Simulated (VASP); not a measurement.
The system is Ti3Nb.

```xyz
4
Lattice="4.1334 0.0000 0.0000 0.0000 4.1334 0.0000 0.0000 0.0000 4.1334" Properties=species:S:1:pos:R:3 pbc="T T T"
Ti    0.0000    2.0667    2.0667
Ti    2.0667    0.0000    2.0667
Ti    2.0667    2.0667    0.0000
Nb    0.0000    0.0000    0.0000
```

The cell comes from a database or a generator and needn't be the stable form of this composition.

| Quantity | Value |
| --- | --- |
| Program | VASP 6.6.1 |
| Task | relaxation of cell and atoms |
| Functional | LDA |
| Potentials or basis | VASP PAW LDA potentials, release 64 (Ti_sv, Nb_sv) |
| Cutoff | 600 eV |
| k mesh | 6 × 6 × 6 |
| Occupations | gaussian, width 0.1 eV |
| Spin | no spin polarisation |

At the start: pressure -9.3 GPa; volume 17.66 Å³/atom.

**Question.** Where does the relaxation end?

**Answer.** Over 3 steps the energy falls by 40.2 meV/atom and the volume is 16.37 Å³/atom (-7.3 %); space group Pm-3m (No. 221, to 0.05 Å).

Step by step:
```tsv
step	energy change (eV)	largest force (eV/Å)	pressure (GPa)	volume (Å³)
1	0.0000	0.0000	-9.33	70.62
2	0.0077	0.0000	11.93	60.62
3	-0.1608	0.0000	-0.13	65.47
```

Final structure:
```
Ti Nb
1.0
     4.03036    0.00000    0.00000
     0.00000    4.03036    0.00000
     0.00000    0.00000    4.03036
Ti Nb
3 1
Direct
  0.00000 0.50000 0.50000
  0.50000 0.00000 0.50000
  0.50000 0.50000 0.00000
  0.00000 0.00000 0.00000
```

Caveat: the relaxation stopped at a loose force limit of 0.05 eV/Å, so its end isn't a converged minimum.
